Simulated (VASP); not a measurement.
# The low-index faces of Al, part 4 of 4

Which face of Al is cheapest, and which holds its electrons hardest?

VASP 6.6.1; PBE; plane waves and PAW (Al).

So far. Step 6 (Relaxing the slab, 7 atoms, face Al(100)): The run ended after 11 ionic steps, 0.017 eV below its first step, once the forces on the free atoms met EDIFFG = -0.03. Step 7 (Potential and states of the slab, 7 atoms, face Al(100)): The vacuum level lies 4.17 eV above the Fermi level at the upper face; both faces agree, as the slab has next to no dipole.

### Step 8. Relaxing the slab, 9 atoms, face Al(110)

System of this step: Al(110). The cell holds 9 atoms: 9 Al. Its edges and angles: a = 4.040 Å, b = 2.856 Å, c = 26.426 Å, α = 90.0°, β = 90.0°, γ = 90.0°. It derives from Al. 9 layers of fcc Al, cut at this functional's lattice. Vacuum lies along c.

INCAR reads:

```
SYSTEM = Al
PREC = Normal
ENCUT = 320
EDIFF = 1E-05
NELM = 120
ISMEAR = 1
SIGMA = 0.15
LREAL = .FALSE.
ALGO = Fast
GGA = PE
NBANDS = 22
LORBIT = 11
LWAVE = .FALSE.
LCHARG = .FALSE.
KPAR = 4
LASPH = .TRUE.
IBRION = 2
NSW = 40
ISIF = 2
EDIFFG = -0.03
POTIM = 0.4
MAXMIX = 40
```

POSCAR reads:

```
Al
1.0
    4.0396753062      0.0000000000      0.0000000000
    0.0000000000      2.8564818028      0.0000000000
    0.0000000000      0.0000000000     26.4259272112
Al
9
Direct
    0.0000000000      0.0000000000      0.2838121800
    0.5000000000      0.5000000000      0.3378591300
    0.0000000000      0.0000000000      0.3919060900
    0.5000000000      0.5000000000      0.4459530400
    0.0000000000      0.0000000000      0.5000000000
    0.5000000000      0.5000000000      0.5540469600
    0.0000000000      0.0000000000      0.6080939100
    0.5000000000      0.5000000000      0.6621408700
    0.0000000000      0.0000000000      0.7161878200
```

KPOINTS reads:

```
Automatic mesh
0
Gamma
8 10 1
0 0 0
```

The projector-augmented-wave data sets are Al (PBE family, release 64).

Started as:

```console
mpirun -np 4 vasp_std
```

Output:

```text
[banner, memory and clock lines left out]
running    4 mpi-ranks, on    1 nodes
[...]
LDA part: xc-table for (Slater+PW92), standard interpolation
 POSCAR, INCAR and KPOINTS ok, starting setup
[...]
entering main loop
       N       E                     dE             d eps       ncg     rms          rms(c)
DAV:   1     0.474391310148E+02    0.47439E+02   -0.65840E+03  1320   0.603E+02
DAV:   2    -0.298113177325E+02   -0.77250E+02   -0.73219E+02  1820   0.120E+02
DAV:   3    -0.333759811123E+02   -0.35647E+01   -0.34770E+01  1818   0.254E+01
DAV:   4    -0.335022810955E+02   -0.12630E+00   -0.12617E+00  2028   0.573E+00
[...]
RMM:  19    -0.322466155694E+02   -0.30786E-04   -0.45807E-06   837   0.850E-03    0.191E-03
RMM:  20    -0.322466300764E+02   -0.14507E-04   -0.18353E-06   661   0.620E-03    0.108E-03
RMM:  21    -0.322466323178E+02   -0.22414E-05   -0.48684E-07   565   0.516E-03
   1 F= -.32246632E+02 E0= -.32246663E+02  d E =-.322466E+02
[... from here on, the cycles between the ionic steps are left out ...]
   2 F= -.32252142E+02 E0= -.32252059E+02  d E =-.550934E-02
   3 F= -.32263951E+02 E0= -.32263567E+02  d E =-.173186E-01
   4 F= -.32266277E+02 E0= -.32265550E+02  d E =-.196445E-01
   5 F= -.32268774E+02 E0= -.32268136E+02  d E =-.221413E-01
   6 F= -.32270250E+02 E0= -.32269665E+02  d E =-.147635E-02
   7 F= -.32271457E+02 E0= -.32270906E+02  d E =-.268301E-02
   8 F= -.32272320E+02 E0= -.32271809E+02  d E =-.863356E-03
   9 F= -.32274069E+02 E0= -.32273719E+02  d E =-.261195E-02
[...]
reached required accuracy - stopping structural energy minimisation
```

Run time: 69 s. Hardware: 4 MPI ranks of AMD EPYC 7R43, shared host; peak memory 0.73 GiB.

From OUTCAR (step 8):

```text
  Total       -2.2537988     -2.6158089      0.1766439      0.0000000      0.0000000      0.0000000
  in kB      -11.8417961    -13.7438510      0.9281132      0.0000000      0.0000000      0.0000000
  external PRESSURE =      -8.2191780 kB  Pullay stress =       0.0000000 kB

 POSITION                                       TOTAL-FORCE (eV/Angst)
 -----------------------------------------------------------------------------------
      0.00000      0.00000      7.50257         0.000000     -0.000000     -0.011357
      2.01984      1.42824      8.83656         0.000000      0.000000      0.003712
      0.00000      0.00000     10.32618         0.000000      0.000000     -0.021616
      2.01984      1.42824     11.72921         0.000000      0.000000     -0.006392
      0.00000      0.00000     13.21296         0.000000      0.000000      0.000000
      2.01984      1.42824     14.69671        -0.000000     -0.000000      0.006392
      0.00000      0.00000     16.09975         0.000000      0.000000      0.021616
      2.01984      1.42824     17.58937         0.000000      0.000000     -0.003712
      0.00000      0.00000     18.92336         0.000000      0.000000      0.011357
 -----------------------------------------------------------------------------------
    total drift:                               -0.000000     -0.000000      0.000000

  FREE ENERGIE OF THE ION-ELECTRON SYSTEM (eV)
  ---------------------------------------------------
  free  energy   TOTEN  =       -32.2740685751 eV

  energy  without entropy=      -32.2730204913  energy(sigma->0) =      -32.27371921

[... 1 part as in an earlier step ...]

[... 3 further parts left out ...]
[key lines of the parts left out:]
E-fermi :   1.8660
```

The run keeps the 8 symmetry operations of its start, so it cannot find a distortion of lower symmetry.

Step by step:

| step | energy less that of the first step (eV) | largest force (eV/Å) |
| --- | --- | --- |
| 1 | 0.0000 | 0.1778 |
| 2 | -0.0055 | 0.1642 |
| 3 | -0.0173 | 0.1228 |
| 4 | -0.0196 | 0.1291 |
| 5 | -0.0221 | 0.0759 |
| 6 | -0.0236 | 0.0496 |
| 7 | -0.0248 | 0.0380 |
| 8 | -0.0257 | 0.0335 |
| 9 | -0.0274 | 0.0216 |

The atoms that moved most (Å):

| atom | dx | dy | dz | length |
| --- | --- | --- | --- | --- |
| Al2 | 0.000 | 0.000 | -0.092 | 0.092 |
| Al8 | 0.000 | 0.000 | 0.092 | 0.092 |
| Al6 | 0.000 | 0.000 | 0.056 | 0.056 |
| Al4 | 0.000 | 0.000 | -0.056 | 0.056 |
| Al7 | 0.000 | 0.000 | 0.030 | 0.030 |
| Al3 | 0.000 | 0.000 | -0.030 | 0.030 |

Final coordinates:

```
Al
1.0
     4.03968    0.00000    0.00000
     0.00000    2.85648    0.00000
     0.00000    0.00000   26.42593
Al
9
Cartesian
  0.0000 0.0000 7.5026
  2.0198 1.4282 8.8366
  0.0000 0.0000 10.3262
  2.0198 1.4282 11.7292
  0.0000 0.0000 13.2130
  2.0198 1.4282 14.6967
  0.0000 0.0000 16.0997
  2.0198 1.4282 17.5894
  0.0000 0.0000 18.9234
```

The run ended after 9 ionic steps, 0.027 eV below its first step, once the forces on the free atoms met EDIFFG = -0.03.

### Step 9. Vacuum level and density of states, 9 atoms, face Al(110)

INCAR reads:

```
SYSTEM = Al
PREC = Normal
ENCUT = 320
EDIFF = 1E-06
NELM = 120
ISMEAR = 1
SIGMA = 0.15
LREAL = .FALSE.
ALGO = Fast
GGA = PE
NBANDS = 22
LORBIT = 11
LWAVE = .FALSE.
LCHARG = .TRUE.
KPAR = 4
LASPH = .TRUE.
IDIPOL = 3
LDIPOL = .TRUE.
DIPOL = 0.5 0.5 0.5
LVHAR = .TRUE.
LVACPOTAV = .TRUE.
NEDOS = 1500
```

POSCAR reads:

```
Al
1.0
    4.0396753062      0.0000000000      0.0000000000
    0.0000000000      2.8564818028      0.0000000000
    0.0000000000      0.0000000000     26.4259272112
Al
9
Direct
    0.0000000000      0.0000000000      0.2839094261
    0.5000000000      0.5000000000      0.3343897191
    0.0000000000      0.0000000000      0.3907593510
    0.5000000000      0.5000000000      0.4438524441
    0.0000000000      0.0000000000      0.5000000000
    0.5000000000      0.5000000000      0.5561475559
    0.0000000000      0.0000000000      0.6092406490
    0.5000000000      0.5000000000      0.6656102809
    0.0000000000      0.0000000000      0.7160905739
```

KPOINTS is that of step 8.

Started as:

```console
mpirun -np 4 vasp_std
```

Output:

```text
[... set-up lines as in an earlier step ...]
 entering main loop
       N       E                     dE             d eps       ncg     rms          rms(c)
DAV:   1     0.470640574868E+02    0.47064E+02   -0.65805E+03  1320   0.603E+02
DAV:   2    -0.297070406631E+02   -0.76771E+02   -0.72626E+02  1820   0.119E+02
DAV:   3    -0.332946749775E+02   -0.35876E+01   -0.34834E+01  1810   0.253E+01
DAV:   4    -0.334227395153E+02   -0.12806E+00   -0.12792E+00  2058   0.573E+00
[...]
RMM:  20    -0.322740682208E+02   -0.15291E-04   -0.20213E-06  1157   0.389E-03    0.372E-04
RMM:  21    -0.322740695333E+02   -0.13126E-05   -0.18456E-07   812   0.246E-03    0.542E-04
RMM:  22    -0.322740698412E+02   -0.30791E-06   -0.75853E-08   634   0.192E-03
 [... a notice as in an earlier step ...]

   1 F= -.32274070E+02 E0= -.32273726E+02  d E =-.103164E-02
```

Wall time 23 s (4 MPI ranks); peak memory 0.68 GiB.

From OUTCAR (step 9):

```text
  Total       -2.2473367     -2.6118633      0.1625665      0.0000000      0.0000000      0.0000000
  in kB      -11.8078432    -13.7231205      0.8541485      0.0000000      0.0000000      0.0000000
  external PRESSURE =      -8.2256051 kB  Pullay stress =       0.0000000 kB

 POSITION                                       TOTAL-FORCE (eV/Angst)
 -----------------------------------------------------------------------------------
      0.00000      0.00000      7.50257         0.000000     -0.000000     -0.012446
      2.01984      1.42824      8.83656        -0.000000     -0.000000      0.001305
      0.00000      0.00000     10.32618        -0.000000      0.000000     -0.020855
      2.01984      1.42824     11.72921        -0.000000      0.000000     -0.006181
      0.00000      0.00000     13.21296        -0.000000      0.000000     -0.000000
      2.01984      1.42824     14.69671        -0.000000      0.000000      0.006181
      0.00000      0.00000     16.09975        -0.000000      0.000000      0.020855
      2.01984      1.42824     17.58937        -0.000000      0.000000     -0.001305
      0.00000      0.00000     18.92336         0.000000      0.000000      0.012446
 -----------------------------------------------------------------------------------
    total drift:                               -0.000000     -0.000000     -0.000000

  FREE ENERGIE OF THE ION-ELECTRON SYSTEM (eV)
  ---------------------------------------------------
  free  energy   TOTEN  =       -32.2740698412 eV

  energy  without entropy=      -32.2730382005  energy(sigma->0) =      -32.27372596

[... 2 parts as in an earlier step ...]

[... 1 further part left out ...]
[key lines of the parts left out:]
E-fermi :   1.8657
```

The planar average of the electrostatic potential oscillates, so the rows of the table below give means over windows of 1.43 Å about each position, cut where the curve ends. Its maxima inside the range that stand out by 2 % of the span (Å: eV): 8.1: -6.20, 9.6: -4.51, 11.0: -5.45, 12.4: -4.60, 14.0: -4.60, 15.4: -5.45, 16.8: -4.51, 18.3: -6.20. Its minima: 7.6: -10.4, 8.8: -10.8, 10.3: -10.8, 11.7: -10.7, 13.2: -10.7, 14.8: -10.7, 16.1: -10.8, 17.6: -10.8, 18.8: -10.4.

Zero at the Fermi level. Planar average of the electrostatic potential against height; means over each step:

height (Å), planar average of the electrostatic potential (eV) and a bar from the least value:
```
     0.71        4.1 ##############################
     2.15        4.1 ##############################
     3.58        4.1 ##############################
     5.01        4.0 ##############################
     6.44        0.7 ######################
     7.87       -8.4 
     9.30       -7.7 ##
    10.73       -8.2 #
    12.16       -7.7 ##
    13.59       -7.7 ##
    15.02       -8.2 #
    16.45       -7.7 ##
    17.88       -8.5 
    19.31       -5.2 ########
    20.74        3.5 ############################
    22.17        4.1 ##############################
    23.60        4.1 ##############################
    25.03        4.1 ##############################
```

The map of layer states is cut here 0.5 eV above the Fermi level, so it leaves out the states above that.

The vacuum level lies 4.12 eV above the Fermi level at the upper face; both faces agree, as the slab has next to no dipole.

The program found no field-free point at its default tolerance, but its printed level agrees with the flat part of the planar average.

On this mesh the fine structure of the density of states is sampling noise, and high empty states may be cut by the number of bands.

### Step 10. The faces side by side

This step: surfaces of a metal, PBE; plane waves and PAW (VASP 6.6.1).

This step runs nothing: it gathers the runs above.

Symmetric slabs, all atoms free. All faces:

| face | layers | area a surface atom (Å²) | work function (eV) | surface energy as cut (J/m²) | surface energy relaxed (J/m²) | change of the top spacing (%) |
| --- | --- | --- | --- | --- | --- | --- |
| Al(111) | 7 | 7.066 | 4.062 | 0.7958 | 0.792 | 0.94 |
| Al(100) | 7 | 8.159 | 4.168 | 0.9415 | 0.9249 | 1.97 |
| Al(110) | 9 | 11.54 | 4.122 | 0.9977 | 0.9787 | -6.6 |

Each surface energy is the slab's energy less its number of atoms times the bulk energy of -3.7426 eV, over twice the cell's area.

### Step 11. Outcome

```json
{
 "Al(111)": "0.79 J/m², 4.06 eV",
 "Al(100)": "0.92 J/m², 4.17 eV",
 "Al(110)": "0.98 J/m², 4.12 eV"
}
```

The cheapest face is Al(111) at 0.79 J/m², against 0.92 for Al(100) and 0.98 for Al(110). The work functions are 4.17 eV for Al(100), 4.12 eV for Al(110) and 4.06 eV for Al(111). The work functions lie within the mesh's noise of each other at the top. The densest face is also the cheapest, since it cuts the fewest bonds an area. The top spacing changes by +0.9 % on Al(111), +2.0 % on Al(100) and -6.6 % on Al(110), the most on the most open face. One thickness was run for each face, and bulk and slab meshes don't match, which leaves some hundredths of a J/m². The cells are 1 × 1 and can't reconstruct.

[Lines on the potential files, build, host, timing and source positions are cut from VASP's logs without a mark.]

[Logs are printed without paths, hosts, clocks, repeated set-up lines and the standing remarks that a program may print on its own settings, such as how far it seeks lower states.]

[Hosts, paths, dates, database ids (printed as entryN), source tags and the programs' standing remarks are cut or masked in the printed files.]

[Runs that stopped without an error message from VASP are left out.]
